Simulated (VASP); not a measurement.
Input of a VASP 6.6.1 run:

Contents of INCAR:

```
ALGO = Normal
EDIFF = 1E-7
ENCUT = 520
GGA = PE
ISIF = 2
ISMEAR = 0
LASPH = T
LCHARG = F
LREAL = F
LWAVE = F
NBANDS = 20
NELM = 100
PREC = Accurate
SIGMA = 0.1
```

Contents of KPOINTS:

```
k-points
0
Gamma
  10 10 10
```

POSCAR

```
GaB4
1.0
    3.7270277097      0.0000000000      0.0000000000
    0.0000000000      3.7270277097      0.0000000000
    0.0000000000      0.0000000000      3.7270277097
Ga B
1 4
Direct
    0.0000000000      0.0000000000      0.0000000000
    0.3351564094      0.3351564094      0.3351564094
    0.6648435906      0.6648435906      0.3351564094
    0.3351564094      0.6648435906      0.6648435906
    0.6648435906      0.3351564094      0.6648435906
```

Potentials or basis: VASP PAW PBE potentials, release 64 (Ga_d, B).

Launch:

```bash
$ cat potpaw_PBE.64/Ga_d/POTCAR potpaw_PBE.64/B/POTCAR > POTCAR
$ mpirun -np 1 vasp_std > vasp.out
```

(1) What does it give for the largest force?

(2) What does it give for the band gap on the k mesh?

Answers

(1) 0.014 eV/Å.

(2) none (metal or under the smearing width).
